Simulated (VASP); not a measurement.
# A VASP study of BP (LDA): structure first, properties next, part 4 of 5

Wanted: the relaxed cell of BP and its properties. The start is a cell from a database of measured crystal structures.

VASP 6.6.1; LDA; plane waves and PAW (B, P).

So far, gap on the k-mesh (eV): 1.15 in steps 2, 6 and 7.

## 8. Volume scan with LDA, volume scale 0.94

An equation of state needs energies on both sides of the minimum, all on one mesh and cutoff.

File INCAR:

```
SYSTEM = BP
PREC = Accurate
ENCUT = 420
EDIFF = 1E-06
NELM = 100
ISMEAR = 0
SIGMA = 0.05
LREAL = .FALSE.
ALGO = Normal
GGA = CA
NBANDS = 10
LORBIT = 11
LWAVE = .FALSE.
LCHARG = .FALSE.
KPAR = 2
ISIF = 2
```

File POSCAR:

```
BP
1.0
    0.0000000000      2.1991574308      2.1991574308
    2.1991574308      0.0000000000      2.1991574308
    2.1991574308      2.1991574308      0.0000000000
B P
1 1
Direct
    0.0000000000      0.0000000000      0.0000000000
    0.2500000000      0.2500000000      0.2500000000
```

File KPOINTS:

```
Automatic mesh
0
Gamma
10 10 10
0 0 0
```

The projector-augmented-wave data sets are B and P (LDA family, release 64).

Launch:

```bash
$ mpirun -np 2 vasp_std
```

Log:

```text
[... set-up lines as in an earlier step ...]
 entering main loop
       N       E                     dE             d eps       ncg     rms          rms(c)
DAV:   1     0.515650203370E+01    0.51565E+01   -0.36942E+03   948   0.611E+02
DAV:   2    -0.149694725334E+02   -0.20126E+02   -0.18982E+02  1310   0.102E+02
DAV:   3    -0.154079636448E+02   -0.43849E+00   -0.43768E+00  1134   0.141E+01
DAV:   4    -0.154096681369E+02   -0.17045E-02   -0.17043E-02  1146   0.101E+00
DAV:   5    -0.154096755547E+02   -0.74178E-05   -0.74177E-05  1150   0.625E-02    0.841E+00
DAV:   6    -0.145094687128E+02    0.90021E+00   -0.19890E+00  1032   0.682E+00    0.444E+00
DAV:   7    -0.143630914510E+02    0.14638E+00   -0.37400E-01  1214   0.327E+00    0.137E+00
DAV:   8    -0.143495816631E+02    0.13510E-01   -0.37599E-02  1124   0.110E+00    0.273E-01
DAV:   9    -0.143496178927E+02   -0.36230E-04   -0.73718E-04  1068   0.210E-01    0.184E-01
DAV:  10    -0.143496121259E+02    0.57668E-05   -0.13602E-04  1070   0.696E-02    0.367E-02
DAV:  11    -0.143496138238E+02   -0.16979E-05   -0.68443E-06  1120   0.141E-02    0.416E-02
DAV:  12    -0.143496135604E+02    0.26342E-06   -0.16852E-06   566   0.620E-03
   1 F= -.14349614E+02 E0= -.14349614E+02  d E =-.381158E-12
```

It took 6 s on 2 MPI ranks of Intel Xeon Platinum 8488C (Sapphire Rapids), shared host; peak memory 0.22 GiB.

From OUTCAR (step 8):

```text
   ENCUT  =  420.0 eV  30.87 Ry    5.56 a.u.   5.20  5.20  5.20*2*pi/ulx,y,z

   NELECT =       8.0000    total number of electrons

 E-fermi :   8.7795

 k-point     1 :       0.0000    0.0000    0.0000
  band No.  band energies     occupation
      1      -7.6789      2.00000
      2       8.5603      2.00000
      3       8.5603      2.00000
      4       8.5603      2.00000
      5      12.1028      0.00000
      6      12.1028      0.00000
      7      12.1028      0.00000
      8      17.3993      0.00000
      9      20.5154      0.00000
    ...

  Total        1.6142927      1.6142927      1.6142927      0.0000000     -0.0000000     -0.0000000
  in kB      121.5888954    121.5888954    121.5888954      0.0000000     -0.0000000     -0.0000000
  external PRESSURE =     121.5888954 kB  Pullay stress =       0.0000000 kB

 POSITION                                       TOTAL-FORCE (eV/Angst)
 -----------------------------------------------------------------------------------
      0.00000      0.00000      0.00000        -0.000000     -0.000000     -0.000000
      1.09958      1.09958      1.09958         0.000000      0.000000      0.000000
 -----------------------------------------------------------------------------------
    total drift:                                0.000000      0.000000      0.000000

  FREE ENERGIE OF THE ION-ELECTRON SYSTEM (eV)
  ---------------------------------------------------
  free  energy   TOTEN  =       -14.3496135604 eV

  energy  without entropy=      -14.3496135604  energy(sigma->0) =      -14.34961356

[... 4 parts as in an earlier step ...]

[... 12 further parts left out ...]
```

The scan keeps the cell's shape and the fractional positions fixed.

Numbers from this step:

| Item | Value |
| --- | --- |
| SCF cycles | 12 |
| free energy (TOTEN) | -14.35 eV |
| Fermi energy | 8.780 eV |
| pressure | 12.16 GPa |
| gap on the k-mesh | 1.077 eV |
| least direct gap on the k-mesh | 3.543 eV |

The pressure here is 12.16 GPa.

## 9. Volume scan with LDA, volume scale 0.96

INCAR is that of step 8.

File POSCAR:

```
BP
1.0
    0.0000000000      2.2146449652      2.2146449652
    2.2146449652      0.0000000000      2.2146449652
    2.2146449652      2.2146449652      0.0000000000
B P
1 1
Direct
    0.0000000000      0.0000000000      0.0000000000
    0.2500000000      0.2500000000      0.2500000000
```

KPOINTS is that of step 8.

Launch:

```bash
$ mpirun -np 2 vasp_std
```

Log:

```text
[... set-up lines as in an earlier step ...]
 entering main loop
       N       E                     dE             d eps       ncg     rms          rms(c)
DAV:   1     0.477650193196E+01    0.47765E+01   -0.36004E+03   940   0.619E+02
DAV:   2    -0.149559875578E+02   -0.19732E+02   -0.19061E+02  1330   0.104E+02
DAV:   3    -0.153802942846E+02   -0.42431E+00   -0.42349E+00  1152   0.142E+01
DAV:   4    -0.153818150937E+02   -0.15208E-02   -0.15206E-02  1174   0.991E-01
DAV:   5    -0.153818211780E+02   -0.60843E-05   -0.60840E-05  1150   0.584E-02    0.816E+00
DAV:   6    -0.145290377776E+02    0.85278E+00   -0.19182E+00  1038   0.662E+00    0.431E+00
DAV:   7    -0.143910297778E+02    0.13801E+00   -0.34539E-01  1204   0.314E+00    0.135E+00
DAV:   8    -0.143776529973E+02    0.13377E-01   -0.36879E-02  1132   0.108E+00    0.263E-01
DAV:   9    -0.143776867840E+02   -0.33787E-04   -0.73913E-04  1064   0.208E-01    0.177E-01
DAV:  10    -0.143776815122E+02    0.52718E-05   -0.13815E-04  1066   0.699E-02    0.361E-02
DAV:  11    -0.143776833186E+02   -0.18064E-05   -0.65544E-06  1130   0.139E-02    0.404E-02
DAV:  12    -0.143776830261E+02    0.29255E-06   -0.17844E-06   584   0.628E-03
   1 F= -.14377683E+02 E0= -.14377683E+02  d E =-.201070E-14
```

It took 5 s on 2 MPI ranks; peak memory 0.22 GiB.

Parts of OUTCAR (step 9):

```text
   ENCUT  =  420.0 eV  30.87 Ry    5.56 a.u.   5.23  5.23  5.23*2*pi/ulx,y,z

   NELECT =       8.0000    total number of electrons

 E-fermi :   8.5426

 k-point     1 :       0.0000    0.0000    0.0000
  band No.  band energies     occupation
      1      -7.7497      2.00000
      2       8.2953      2.00000
      3       8.2953      2.00000
      4       8.2953      2.00000
      5      11.7971      0.00000
      6      11.7971      0.00000
      7      11.7971      0.00000
      8      16.7978      0.00000
      9      20.0854      0.00000
    ...

  Total        1.0451042      1.0451042      1.0451042      0.0000000      0.0000000      0.0000000
  in kB       77.0775353     77.0775353     77.0775353      0.0000000      0.0000000      0.0000000
  external PRESSURE =      77.0775353 kB  Pullay stress =       0.0000000 kB

 POSITION                                       TOTAL-FORCE (eV/Angst)
 -----------------------------------------------------------------------------------
      0.00000      0.00000      0.00000         0.000000      0.000000      0.000000
      1.10732      1.10732      1.10732        -0.000000     -0.000000     -0.000000
 -----------------------------------------------------------------------------------
    total drift:                                0.000000      0.000000      0.000000

  FREE ENERGIE OF THE ION-ELECTRON SYSTEM (eV)
  ---------------------------------------------------
  free  energy   TOTEN  =       -14.3776830261 eV

  energy  without entropy=      -14.3776830261  energy(sigma->0) =      -14.37768303

[... 4 parts as in an earlier step ...]

[... 12 further parts left out ...]
```

This step gave:

```yaml
free_energy_toten: -14.38 eV
fermi_energy: 8.543 eV
pressure: 7.708 GPa
gap_on_the_k_mesh: 1.102 eV
least_direct_gap_on_the_k_mesh: 3.502 eV
```

The pressure falls from 12.16 to 7.71 GPa.

The run ends at a pressure of 7.71 GPa.

## 10. Volume scan with LDA, volume scale 0.98

INCAR is that of step 9.

File POSCAR:

```
BP
1.0
    0.0000000000      2.2299188614      2.2299188614
    2.2299188614      0.0000000000      2.2299188614
    2.2299188614      2.2299188614      0.0000000000
B P
1 1
Direct
    0.0000000000      0.0000000000      0.0000000000
    0.2500000000      0.2500000000      0.2500000000
```

KPOINTS is that of step 9.

Launch:

```bash
$ mpirun -np 2 vasp_std
```

Log:

```text
[... set-up lines as in an earlier step ...]
 entering main loop
       N       E                     dE             d eps       ncg     rms          rms(c)
DAV:   1     0.512617965080E+01    0.51262E+01   -0.36344E+03   940   0.611E+02
DAV:   2    -0.148651695837E+02   -0.19991E+02   -0.18646E+02  1290   0.102E+02
DAV:   3    -0.153434516821E+02   -0.47828E+00   -0.47733E+00  1184   0.146E+01
DAV:   4    -0.153448676079E+02   -0.14159E-02   -0.14157E-02  1170   0.932E-01
[...]
DAV:  10    -0.143937509525E+02    0.46447E-05   -0.13951E-04  1054   0.702E-02    0.353E-02
DAV:  11    -0.143937528243E+02   -0.18718E-05   -0.62430E-06  1162   0.137E-02    0.391E-02
DAV:  12    -0.143937525109E+02    0.31341E-06   -0.18200E-06   570   0.627E-03
   1 F= -.14393753E+02 E0= -.14393753E+02  d E =-.908569E-17
```

Wall time 6 s (2 MPI ranks); peak memory 0.22 GiB.

OUTCAR, selected parts (step 10):

```text
  Total        0.5068684      0.5068684      0.5068684     -0.0000000     -0.0000000     -0.0000000
  in kB       36.6191821     36.6191821     36.6191821     -0.0000000     -0.0000000     -0.0000000
  external PRESSURE =      36.6191821 kB  Pullay stress =       0.0000000 kB

 POSITION                                       TOTAL-FORCE (eV/Angst)
 -----------------------------------------------------------------------------------
      0.00000      0.00000      0.00000         0.000000      0.000000      0.000000
      1.11496      1.11496      1.11496        -0.000000     -0.000000     -0.000000
 -----------------------------------------------------------------------------------
    total drift:                               -0.000000     -0.000000      0.000000

  FREE ENERGIE OF THE ION-ELECTRON SYSTEM (eV)
  ---------------------------------------------------
  free  energy   TOTEN  =       -14.3937525109 eV

  energy  without entropy=      -14.3937525109  energy(sigma->0) =      -14.39375251

[... 1 part as in an earlier step ...]

[... 2 further parts left out ...]
[key lines of the parts left out:]
E-fermi :   8.3123
```

The pressure falls from 7.71 to 3.66 GPa.

The run ends at a pressure of 3.66 GPa.

## 11. Volume scan with LDA, volume scale 1

INCAR is that of step 10.

File POSCAR:

```
BP
1.0
    0.0000000000      2.2449863378      2.2449863378
    2.2449863378      0.0000000000      2.2449863378
    2.2449863378      2.2449863378      0.0000000000
B P
1 1
Direct
    0.0000000000      0.0000000000      0.0000000000
    0.2500000000      0.2500000000      0.2500000000
```

KPOINTS is that of step 10.

Launch:

```bash
$ mpirun -np 2 vasp_std
```

Log:

```text
[... set-up lines as in an earlier step ...]
 entering main loop
       N       E                     dE             d eps       ncg     rms          rms(c)
[... 12 cycles as in an earlier step ...]
   1 F= -.14398918E+02 E0= -.14398918E+02  d E =-.161613E-19
```

Wall time 6 s (2 MPI ranks); peak memory 0.22 GiB.

From OUTCAR (step 11):

```text
[... 6 parts as in an earlier step ...]

[... 1 further part left out ...]
[key lines of the parts left out:]
E-fermi :   8.0920
```

The pressure falls from 3.66 to -0.02 GPa.

The run ends at a pressure of -0.02 GPa.

## 12. Volume scan with LDA, volume scale 1.02

INCAR is that of step 11.

File POSCAR:

```
BP
1.0
    0.0000000000      2.2598542303      2.2598542303
    2.2598542303      0.0000000000      2.2598542303
    2.2598542303      2.2598542303      0.0000000000
B P
1 1
Direct
    0.0000000000      0.0000000000      0.0000000000
    0.2500000000      0.2500000000      0.2500000000
```

KPOINTS is that of step 11.

Launch:

```bash
$ mpirun -np 2 vasp_std
```

Log:

```text
[... set-up lines as in an earlier step ...]
 entering main loop
       N       E                     dE             d eps       ncg     rms          rms(c)
DAV:   1     0.432101179044E+01    0.43210E+01   -0.35712E+03   948   0.611E+02
DAV:   2    -0.147799657124E+02   -0.19101E+02   -0.17823E+02  1362   0.984E+01
DAV:   3    -0.152455922938E+02   -0.46563E+00   -0.46457E+00  1160   0.142E+01
DAV:   4    -0.152473837732E+02   -0.17915E-02   -0.17912E-02  1224   0.102E+00
[...]
DAV:  10    -0.143941744438E+02    0.33998E-05   -0.14228E-04  1072   0.708E-02    0.339E-02
DAV:  11    -0.143941764520E+02   -0.20082E-05   -0.56892E-06  1188   0.132E-02    0.366E-02
DAV:  12    -0.143941760911E+02    0.36095E-06   -0.19051E-06   600   0.629E-03
   1 F= -.14394176E+02 E0= -.14394176E+02  d E =-.152844E-11
```

Wall time 6.6 s (2 MPI ranks); peak memory 0.22 GiB; 5.5 s of CPU time.

Parts of OUTCAR (step 12):

```text
  Total       -0.4838162     -0.4838162     -0.4838162      0.0000000      0.0000000      0.0000000
  in kB      -33.5830153    -33.5830153    -33.5830153      0.0000000      0.0000000      0.0000000
  external PRESSURE =     -33.5830153 kB  Pullay stress =       0.0000000 kB

 POSITION                                       TOTAL-FORCE (eV/Angst)
 -----------------------------------------------------------------------------------
      0.00000      0.00000      0.00000         0.000000      0.000000      0.000000
      1.12993      1.12993      1.12993        -0.000000     -0.000000     -0.000000
 -----------------------------------------------------------------------------------
    total drift:                                0.000000      0.000000      0.000000

  FREE ENERGIE OF THE ION-ELECTRON SYSTEM (eV)
  ---------------------------------------------------
  free  energy   TOTEN  =       -14.3941760911 eV

  energy  without entropy=      -14.3941760911  energy(sigma->0) =      -14.39417609

[... 1 part as in an earlier step ...]

[... 2 further parts left out ...]
[key lines of the parts left out:]
E-fermi :   7.7626
```

The pressure falls from -0.02 to -3.36 GPa.

The run ends at a pressure of -3.36 GPa.

## 13. Volume scan with LDA, volume scale 1.04

INCAR is that of step 12.

File POSCAR:

```
BP
1.0
    0.0000000000      2.2745290196      2.2745290196
    2.2745290196      0.0000000000      2.2745290196
    2.2745290196      2.2745290196      0.0000000000
B P
1 1
Direct
    0.0000000000      0.0000000000      0.0000000000
    0.2500000000      0.2500000000      0.2500000000
```

KPOINTS is that of step 12.

Launch:

```bash
$ mpirun -np 2 vasp_std
```

Log:

```text
[... set-up lines as in an earlier step ...]
 entering main loop
       N       E                     dE             d eps       ncg     rms          rms(c)
DAV:   1     0.353494775159E+01    0.35349E+01   -0.34554E+03   956   0.599E+02
DAV:   2    -0.146938077863E+02   -0.18229E+02   -0.17056E+02  1350   0.965E+01
DAV:   3    -0.151861634172E+02   -0.49236E+00   -0.49125E+00  1162   0.142E+01
DAV:   4    -0.151884384877E+02   -0.22751E-02   -0.22748E-02  1176   0.108E+00
[...]
DAV:  10    -0.143804075600E+02    0.26450E-05   -0.14487E-04  1074   0.711E-02    0.335E-02
DAV:  11    -0.143804096145E+02   -0.20545E-05   -0.48672E-06  1168   0.127E-02    0.352E-02
DAV:  12    -0.143804092410E+02    0.37348E-06   -0.19220E-06   608   0.621E-03
   1 F= -.14380409E+02 E0= -.14380409E+02  d E =-.103629E-13
```

Wall time 6 s (2 MPI ranks); peak memory 0.22 GiB.

From OUTCAR (step 13):

```text
  Total       -0.9397937     -0.9397937     -0.9397937     -0.0000000      0.0000000     -0.0000000
  in kB      -63.9791775    -63.9791775    -63.9791775     -0.0000000      0.0000000     -0.0000000
  external PRESSURE =     -63.9791775 kB  Pullay stress =       0.0000000 kB

 POSITION                                       TOTAL-FORCE (eV/Angst)
 -----------------------------------------------------------------------------------
      0.00000      0.00000      0.00000         0.000000      0.000000     -0.000000
      1.13726      1.13726      1.13726        -0.000000     -0.000000      0.000000
 -----------------------------------------------------------------------------------
    total drift:                                0.000000      0.000000      0.000000

  FREE ENERGIE OF THE ION-ELECTRON SYSTEM (eV)
  ---------------------------------------------------
  free  energy   TOTEN  =       -14.3804092410 eV

  energy  without entropy=      -14.3804092410  energy(sigma->0) =      -14.38040924

[... 1 part as in an earlier step ...]

[... 2 further parts left out ...]
[key lines of the parts left out:]
E-fermi :   7.5584
```

The pressure falls from -3.36 to -6.40 GPa.

The run ends at a pressure of -6.40 GPa.

[end of part 4 of 5]

[Lines on the potential files, build, host, timing and source positions are cut from VASP's logs without a mark.]

[Logs are printed without paths, hosts, clocks, repeated set-up lines and the standing remarks that a program may print on its own settings, such as how far it seeks lower states.]

[Hosts, paths, dates, database ids (printed as entryN), source tags and the programs' standing remarks are cut or masked in the printed files.]

[A measured line is paired with the nearest computed mode of its activity, which favours agreement.]
